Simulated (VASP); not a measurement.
# CeGa2Os2 (I4/mmm) in VASP: single point with r2SCAN

Aim: the single point of CeGa2Os2 with r2SCAN.

Program: VASP 6.6.1. These are calculated values, not measurements. Logs are shortened: lines on timing, memory, paths and dates and some standing lists are left out, and cuts for length are marked.

## (1) Starting point

Symmetry: I4/mmm, No. 139, tetragonal system. The conventional cell has a = 4.303 Å, b = 4.303 Å, c = 10.177 Å, α = 90.00°, β = 90.00°, γ = 90.00°. Os (site symmetry -4m2) has 4 Ga at 2.50 Å as nearest neighbours. Ga (site symmetry 4mm) has 4 Os at 2.50 Å and 1 Ga at 2.54 Å as nearest neighbours. Ce (site symmetry 4/mmm) has 8 Ga at 3.30 Å and 8 Os at 3.33 Å as nearest neighbours.

The cell was built by a generator and needn't be a form met in nature.

## (2) Single point, r2SCAN

Contents of POSCAR:

```
CeGa2Os2
1.0
    0.0000000000      4.3031139100      0.0000000000
    4.3031139100      0.0000000000      0.0000000000
    2.1515564500      2.1515564500     -5.0883363200
Os Ga Ce
2 2 1
Direct
    0.7500000000      0.2500000000      0.5000000000
    0.2500000000      0.7500000000      0.5000000000
    0.3750000000      0.3750000000      0.2500000000
    0.6250000000      0.6250000000      0.7500000000
    0.0000000000      0.0000000000      0.0000000000
```

Contents of INCAR.step1:

```
SYSTEM = CeGa2Os2
  PREC = Accurate
  ENCUT = 520
  ISMEAR = -5
  SIGMA = 0.0378
  LREAL = .FALSE.
  LASPH = .TRUE.
  NELM = 100
  LMAXMIX = 6
  GGA = PE
  ALGO = Normal
  EDIFF = 1E-4
  LWAVE = .TRUE.
  LCHARG = .FALSE.
```

Contents of INCAR.step2:

```
SYSTEM = CeGa2Os2
  PREC = Accurate
  ENCUT = 520
  EDIFF = 1E-6
  ISMEAR = 1
  SIGMA = 0.0378
  LREAL = .FALSE.
  LASPH = .TRUE.
  NELM = 100
  ALGO = Normal
  ISIF = 2
  LWAVE = .FALSE.
  LCHARG = .FALSE.
  LMAXMIX = 6
  METAGGA = R2SCAN
  LMIXTAU = .TRUE.
  LORBIT = 11
  ISTART = 1
```

Contents of KPOINTS:

```
regular mesh
0
G
  6 6 6
  0 0 0
```

Potentials or basis: VASP PAW PBE potentials, release 64 (Os, Ga_d, Ce).

Started as:

```bash
$ cat potpaw_PBE.64/Os/POTCAR potpaw_PBE.64/Ga_d/POTCAR potpaw_PBE.64/Ce/POTCAR > POTCAR
$ cp INCAR.step1 INCAR
$ mpirun -np 1 vasp_std > vasp.out
$ cp INCAR.step2 INCAR
$ mpirun -np 1 vasp_std > vasp.out
```

OUTCAR:

```text
SYSTEM = CeGa2Os2
   PREC = Accurate
   ENCUT = 520
   EDIFF = 1E-6
   ISMEAR = 1
   LREAL = .FALSE.
   LASPH = .TRUE.
   NELM = 100
   ISIF = 2
   METAGGA = R2SCAN
   LORBIT = 11
   ISTART = 1

 ion  position               nearest neighbor table
   1  0.750  0.250  0.500-   3 2.50   4 2.50   3 2.50   4 2.50   2 3.04   2 3.04   2 3.04   2 3.04

   2  0.250  0.750  0.500-   3 2.50   4 2.50   3 2.50   4 2.50   1 3.04   1 3.04   1 3.04   1 3.04

   3  0.375  0.375  0.250-   1 2.50   2 2.50   2 2.50   1 2.50   4 2.54
   4  0.625  0.625  0.750-   1 2.50   2 2.50   2 2.50   1 2.50   3 2.54
   5  0.000  0.000  0.000-

  LATTYP: Found a body centered tetragonal cell.
 ALAT       =     4.3031139100
 C/A-ratio  =     2.3649554376

  Lattice vectors:

 A1 = (  -2.1515564500,   2.1515574600,   5.0883363200)
 A2 = (   2.1515574600,  -2.1515564500,   5.0883363200)
 A3 = (   2.1515564500,   2.1515564500,  -5.0883363200)

Analysis of symmetry for initial positions (statically):
=====================================================================
 Subroutine PRICEL returns:
 Original cell was already a primitive cell.

 Routine SETGRP: Setting up the symmetry group for a
 body centered tetragonal supercell.

 Subroutine GETGRP returns: Found 16 space group operations
 (whereof 16 operations were pure point group operations)
 out of a pool of 16 trial point group operations.

The static configuration has the point symmetry D_4h.

Analysis of symmetry for dynamics (positions and initial velocities):
=====================================================================
 Subroutine PRICEL returns:
 Original cell was already a primitive cell.

 Routine SETGRP: Setting up the symmetry group for a
 body centered tetragonal supercell.

 Subroutine GETGRP returns: Found 16 space group operations
 (whereof 16 operations were pure point group operations)
 out of a pool of 16 trial point group operations.

The dynamic configuration has the point symmetry D_4h.

 Subroutine INISYM returns: Found 16 space group operations
 (whereof 16 operations are pure point group operations),
 and found     1 'primitive' translations

----------------------------------------------------------------------------------------

                                     Primitive cell

  volume of cell :      94.2197

  direct lattice vectors                    reciprocal lattice vectors
     0.000000000  4.303113910  0.000000000     0.000000000  0.232389851  0.098263922
     4.303113910  0.000000000  0.000000000     0.232389851  0.000000000  0.098263922
     2.151556450  2.151556450 -5.088336320     0.000000000  0.000000000 -0.196527890

  length of vectors
     4.303113910  4.303113910  5.928706167     0.252311001  0.252311001  0.196527890

  position of ions in fractional coordinates (direct lattice)
     0.750000000  0.250000000  0.500000000
     0.250000000  0.750000000  0.500000000
     0.375000000  0.375000000  0.250000000
     0.625000000  0.625000000  0.750000000
     0.000000000  0.000000000  0.000000000

  ion indices of the primitive-cell ions
   primitive index   ion index
                 1           1
                 2           2
                 3           3
                 4           4
                 5           5

----------------------------------------------------------------------------------------

 KPOINTS: regular mesh

Automatic generation of k-mesh.
 Grid dimensions read from file:
 generate k-points for:    6    6    6

 Generating k-lattice:

  Cartesian coordinates                     Fractional coordinates (reciprocal lattice)
     0.000000000  0.038731642  0.016377320     0.166666667  0.000000000  0.000000000
     0.038731642  0.000000000  0.016377320     0.000000000  0.166666667  0.000000000
     0.000000000  0.000000000 -0.032754648     0.000000000  0.000000000  0.166666667

  Length of vectors
     0.042051833  0.042051833  0.032754648

  Shift w.r.t. Gamma in fractional coordinates (k-lattice)
     0.000000000  0.000000000  0.000000000

 Subroutine IBZKPT returns following result:
 ===========================================

 Found     30 irreducible k-points:

 Following reciprocal coordinates:
            Coordinates               Weight
  0.000000  0.000000  0.000000      1.000000
  0.166667  0.000000 -0.000000      8.000000
  0.333333  0.000000  0.000000      8.000000
  0.500000  0.000000  0.000000      4.000000
  0.166667  0.166667 -0.000000      8.000000
  0.333333  0.166667  0.000000     16.000000
[... 16 lines left out ...]
 -0.333333 -0.333333  0.166667      4.000000
 -0.166667 -0.333333  0.166667     16.000000
 [... further k-points ...]
   k-points           NKPTS =     30   k-points in BZ     NKDIM =     30   number of bands    NBANDS=     32
   number of dos      NEDOS =    301   number of ions     NIONS =      5
   total plane-waves  NPLWV =  49152
   dimension x,y,z NGX =    32 NGY =   32 NGZ =   48
   dimension x,y,z NGXF=    64 NGYF=   64 NGZF=   96
   ions per type =               2   2   1
   NGX,Y,Z   is equivalent  to a cutoff of  12.36, 12.36, 13.46 a.u.
   NGXF,Y,Z  is equivalent  to a cutoff of  24.73, 24.73, 26.92 a.u.
 SYSTEM =  CeGa2Os2
   PREC   = accura    normal or accurate (medium, high low for compatibility)
   ISTART =      1    job   : 0-new  1-cont  2-samecut
   ICHARG =      0    charge: 1-file 2-atom 10-const
   ISPIN  =      1    spin polarized calculation?
   LNONCOLLINEAR =      F non collinear calculations
   LSORBIT =      F    spin-orbit coupling
   LASPH  =      T    aspherical Exc in radial PAW
   ENCUT  =  520.0 eV  38.22 Ry    6.18 a.u.   8.00  8.00 11.02*2*pi/ulx,y,z
   NELM   =    100;   NELMIN=  2; NELMDL=  0     # of ELM steps
   EDIFF  = 0.1E-05   stopping-criterion for ELM
   LREAL  =      F    real-space projection
   EDIFFG = 0.1E-04   stopping-criterion for IOM
   NSW    =      0    number of steps for IOM
   IBRION =     -1    ionic relax: 0-MD 1-quasi-New 2-CG
   NFREE  =      0    steps in history (QN), initial steepest desc. (CG)
   ISIF   =      2    stress and relaxation
   ISYM   =      2    0-nonsym 1-usesym 2-fastsym
   POTIM  = 0.5000    time-step for ionic-motion
   TEBEG  =    0.0;   TEEND  =   0.0 temperature during run
   PSTRESS=    0.0 pullay stress
   NELECT =      54.0000    total number of electrons
   NUPDOWN=      -1.0000    fix difference up-down
   EMIN   =  10.00;   EMAX   =-10.00  energy-range for DOS
   EFERMI =   0.00;   METHOD = LEGACY
   ISMEAR =     1;   SIGMA  =   0.04  broadening in eV -4-tet -1-fermi 0-gaus
   EFERMI_NEDOS =   21; number of points for ismear=-14 and -15
   IALGO  =     38    algorithm
   IMIX   =      4    mixing-type and parameters
     AMIX     =   0.40;   BMIX     =  1.00
     AMIX_MAG =   1.60;   BMIX_MAG =  1.00
  volume/ion in A,a.u.               =      18.84       127.17
  Fermi-wavevector in a.u.,A,eV,Ry     =   1.359854  2.569751 25.159929  1.849203
  Thomas-Fermi vector in A             =   2.486566
   LORBIT       =     11    0 simple, 1 ext, 2 COOP (PROOUT), +10 PAW based schemes
   METAGGA = R2SCAN    functional components
   LHFCALC =     F    Hartree Fock is set to
   AEXX    =    0.0000 exact exchange contribution
   IVDW    =     0    specifies the selected vdW correction
   LEPSILON=     F    determine dielectric tensor
   LRPA    =     F    only Hartree local field effects (RPA)
 non-spin polarized calculation
 Methfessel and Paxton  Order N= 1 SIGMA  =   0.04
  energy-cutoff  :      520.00
  volume of cell :       94.22
 maximum number of plane-waves:      2554
   NGX = 17   NGY = 17   NGZ = 23

 number of electron      53.9999993 magnetization

 Free energy of the ion-electron system (eV)
  ---------------------------------------------------
  ext. energy  EPLUGINS =         0.00000000
  ---------------------------------------------------
  free energy    TOTEN  =      -160.86605570 eV

  energy without entropy =     -160.86464921  energy(sigma->0) =     -160.86558687

 E-fermi :   6.8994     XC(G=0): -12.8977

 val. band max:        6.8924295696   @ k =   0.3333   0.0000   0.0000
 cond. band min:       6.9035088013   @ k =  -0.3333   0.0000   0.1667
 fundamental gap:      0.0110792316
 Fermi energy:         6.8993677498

 k-point     1 :       0.0000    0.0000    0.0000
  band No.  band energies     occupation
      1     -29.0570      2.00000
      2     -11.3425      2.00000
      3     -11.3425      2.00000
      4     -11.1992      2.00000
      5      -7.8193      2.00000
      6      -7.7107      2.00000
[... 24 lines left out ...]
     31       7.4094     -0.00000
     32       7.4308     -0.00000

 k-point     2 :       0.1667    0.0000   -0.0000
  band No.  band energies     occupation
      1     -29.0543      2.00000
      2     -11.4012      2.00000
      3     -11.3380      2.00000
      4     -11.1974      2.00000
      5      -7.8194      2.00000
      6      -7.7209      2.00000
[... 24 lines left out ...]
     31       7.3547     -0.00000
     32       7.4397     -0.00000
[... 733 lines left out ...]
     31       7.2577     -0.00000
     32       7.3894     -0.00000

 k-point    24 :      -0.1667   -0.3333    0.1667
  band No.  band energies     occupation
      1     -29.0461      2.00000
      2     -11.4989      2.00000
      3     -11.3778      2.00000
      4     -11.2046      2.00000
      5      -7.8201      2.00000
      6      -7.7430      2.00000
[... 24 lines left out ...]
     31       7.3190     -0.00000
     32       7.4835     -0.00000

 [... further k-points ...]

------------------------ aborting loop because EDIFF is reached ----------------------------------------

  FORCE on cell =-STRESS in cart. coord.  units (eV):
  Direction    XX          YY          ZZ          XY          YZ          ZX
  --------------------------------------------------------------------------------------
  -------------------------------------------------------------------------------------
  Total       -3.3525905     -3.3525905     -4.2362276     -0.0000000     -0.0000004     -0.0000004
  in kB      -57.0098101    -57.0098101    -72.0357977     -0.0000000     -0.0000071     -0.0000071
  external PRESSURE =     -62.0184727 kB  Pullay stress =       0.0000000 kB

 VOLUME and BASIS-vectors are now :
 -----------------------------------------------------------------------------
  energy-cutoff  :      520.00
  volume of cell :       94.22
      direct lattice vectors                 reciprocal lattice vectors
     0.000000000  4.303113910  0.000000000     0.000000000  0.232389851  0.098263922
     4.303113910  0.000000000  0.000000000     0.232389851  0.000000000  0.098263922
     2.151556450  2.151556450 -5.088336320     0.000000000  0.000000000 -0.196527890

 POSITION                                       TOTAL-FORCE (eV/Angst)
 -----------------------------------------------------------------------------------
      2.15156      4.30311     -2.54417         0.000000      0.000000      0.000000
      4.30311      2.15156     -2.54417        -0.000000     -0.000000      0.000000
      2.15156      2.15156     -1.27208        -0.000000     -0.000000     -0.155342
      4.30311      4.30311     -3.81625         0.000000      0.000000      0.155342
      0.00000      0.00000      0.00000         0.000000     -0.000000      0.000000
 -----------------------------------------------------------------------------------
    total drift:                               -0.000000     -0.000000     -0.000000

  FREE ENERGIE OF THE ION-ELECTRON SYSTEM (eV)
  ---------------------------------------------------
  free  energy   TOTEN  =      -160.8660556982 eV

  energy  without entropy=     -160.8646492093  energy(sigma->0) =     -160.86558687

 total charge

# of ion       s       p       d       f       tot
--------------------------------------------------
    1        0.588   0.508   6.108   0.000   7.203
    2        0.588   0.508   6.108   0.000   7.203
    3        0.886   0.976  10.024   0.000  11.886
    4        0.886   0.976  10.024   0.000  11.886
    5        2.087   5.753   0.753   0.944   9.536
--------------------------------------------------
tot          5.034   8.721  33.016   0.944  47.715
```

Run time: 8.3 min. Hardware: 1 thread of Intel Xeon Platinum 8488C (Sapphire Rapids), shared host; peak memory 0.31 GiB.

What came out:

- Free energy: -160.8661 eV
- Pressure: -6.2 GPa
- Largest force: 0.155 eV/Å
- Band gap on the k mesh: none (metal or under the smearing width)
- Valence electrons inside the program's atomic spheres: Os 7.20; Ga 11.89; Ce 9.54

Forces in eV/Å, atoms in the order of the input:
```
Os   0.000  0.000  0.000
Os   0.000  0.000  0.000
Ga   0.000  0.000 -0.155
Ga   0.000  0.000  0.155
Ce   0.000  0.000  0.000
```

Stress tensor (GPa, compression positive):
```
-5.70  0.00  0.00
 0.00 -5.70  0.00
 0.00  0.00 -7.20
```

Levels at points of the mesh, in eV from the Fermi level:
| k point | band 24 | band 25 | band 26 | band 27 | band 28 | band 29 | band 30 | band 31 |
| --- | --- | --- | --- | --- | --- | --- | --- | --- |
| (0.00, 0.00, 0.00) | -0.81 | -0.25 | -0.25 | -0.09 | -0.06 | 0.13 | 0.13 | 0.51 |
| (0.50, 0.00, 0.00) | -1.54 | -1.18 | -1.13 | -0.69 | -0.01 | 0.18 | 0.31 | 0.42 |
| (0.50, 0.50, 0.00) | -1.28 | -1.16 | -0.55 | -0.18 | -0.04 | 0.09 | 0.29 | 0.32 |
| (0.00, 0.00, 0.50) | -1.42 | 0.10 | 0.10 | 0.21 | 0.42 | 0.42 | 0.58 | 0.71 |

Caveat: the PAW data sets were made with another functional, which shifts forces and pressure a little; without U or exact exchange the open f shell lies at the Fermi level, which spoils levels, moments and volumes.
